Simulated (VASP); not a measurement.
Method: revTPSS meta-GGA, VASP's PBE PAW potentials (set 64) (plane waves; VASP).

Input for VASP

### POSCAR
```
Al3Sc
1
    4.0351523045     0.0000000000     0.0000000000
    0.0000000000     4.0351523045     0.0000000000
    0.0000000000     0.0000000000     4.0351523045
Sc Al
1 3
Direct
  0.0000000000   0.0000000000   0.0000000000
  0.0000000000   0.5000000000   0.5000000000
  0.5000000000   0.0000000000   0.5000000000
  0.5000000000   0.5000000000   0.0000000000
```

INCAR:
```
! general
SYSTEM =Al3Sc
PREC   =Accurate
ENCUT  =520   ! plane-wave cut-off (eV)
LREAL  =.False.
LASPH  =.True.

! electronic loop
EDIFF  =1E-7
NELM   =100
ALGO   =Normal
LMAXMIX=4
LMIXTAU=.True.

! smearing
ISMEAR =1   ! Methfessel-Paxton
SIGMA  =0.1

! functional
METAGGA=RTPSS

! ions
ISIF   =2

! output
LWAVE  =.False.
LCHARG =.False.
```

KPOINTS:
```
Automatic mesh
0
Gamma
8 8 8
0 0 0
```

POTCAR, in this order: Sc_sv Al (PBE.64 set). Program: vasp_std.

Question: Estimate the energy per atom (σ→0), pressure, band gap (on the k-mesh).

Answer: 
```
Property                                                     Value
------------------------  ----------------------------------------
energy per atom (σ→0)                               -6.013 eV/atom
band gap (on the k-mesh)  none (metal, semimetal or under 0.01 eV)
pressure                                                 30.7 kbar
```

### OSZICAR
```
...
DAV:  17    -0.240533865687E+02   -0.23718E-04   -0.14035E-03  1584   0.476E-01    0.212E-01
DAV:  18    -0.240534146079E+02   -0.28039E-04   -0.54129E-04  1596   0.297E-01    0.489E-02
DAV:  19    -0.240533885731E+02    0.26035E-04   -0.12310E-04  1578   0.133E-01    0.276E-02
DAV:  20    -0.240533869265E+02    0.16466E-05   -0.35462E-06  1612   0.155E-02    0.217E-02
DAV:  21    -0.240533856229E+02    0.13036E-05   -0.11288E-05  1596   0.373E-02    0.580E-03
DAV:  22    -0.240533857457E+02   -0.12283E-06   -0.15033E-06  1606   0.142E-02    0.658E-04
DAV:  23    -0.240533858114E+02   -0.65666E-07   -0.16051E-08   628   0.157E-03
   1 F= -.24053386E+02 E0= -.24053023E+02  d E =-.108862E-02
```

The compound is Al3Sc in the L1_2 structure. This cell is one point of a volume scan, at 0.97 of the reference volume.
